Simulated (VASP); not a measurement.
Given:

```xyz
1
Lattice="0.0000 2.9573 2.9573 2.9573 0.0000 2.9573 2.9573 2.9573 0.0000" Properties=species:S:1:pos:R:3 pbc="T T T"
Sr     2.9573     0.0000     2.9573
```

Computed with PBEsol GGA, VASP's PBE PAW potentials (set 64) (plane waves; VASP). Settings: 520 eV cut-off, 8×8×8 Γ-centred mesh, Gaussian smearing of 0.050 eV, potentials Sr_sv.

Question: Give the energy at these volumes per atom, relative to the lowest: 48.59, 50.14, 51.69, 53.24, 54.79 Å³.

Answer: 7.9, 1.9, 0.0, 1.6, 6.4 meV/atom. A third-order Birch-Murnaghan fit gives B0 = 12.2 GPa and B0′ = 3.3.

Measured: bulk modulus 12.5 GPa at 0 K (computed value off by -2.0 %), as given by H. Levämäki et al., Physical Review B (2014), arXiv:1402.3671 [corrected for temperature and zero-point phonon effects]; a 6.045 Å at 0 K (computed value off by -2.2 %), as given by Gábor I. Csonka et al., Physical Review B (2009), arXiv:0903.4037 [low-temperature or extrapolated to 0 K; zero-point anharmonic expansion removed].

The compound is Sr in the fcc structure. It was relaxed first, which changed the volume by -8 %.
